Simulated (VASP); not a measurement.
```yaml
crystal:
  lattice:
    - [3.26944, 0.00000, 0.00000]
    - [0.00000, 3.26944, 0.00000]
    - [0.00000, 0.00000, 24.66941]
  atoms:
    - { symbol: Nb, position: [0.50000, 0.00000, 0.34118] }
    - { symbol: Nb, position: [0.00000, 0.50000, 0.39983] }
    - { symbol: Nb, position: [0.50000, 0.00000, 0.46498] }
    - { symbol: Nb, position: [0.00000, 0.50000, 0.53502] }
    - { symbol: Nb, position: [0.50000, 0.00000, 0.60017] }
    - { symbol: Nb, position: [0.00000, 0.50000, 0.65882] }
```

These are PBEsol GGA, VASP's PBE PAW potentials (set 64) (plane waves; VASP) values and carry that method's errors. Settings: PREC = Normal, 400 eV cut-off, 9×9×1 Γ-centred mesh, first-order Methfessel-Paxton smearing of 0.10 eV, potentials Nb_sv.

Task: Predict the energy per atom (σ→0), band gap (on the k-mesh) with the smallest direct gap where there is one.

Result: 
The band gap (on the k-mesh) is none (metal, semimetal or under 0.01 eV) and the energy per atom (σ→0) is -10.374 eV/atom.

The cell is a thin slab with vacuum, built from Nb (bcc): (100) face.
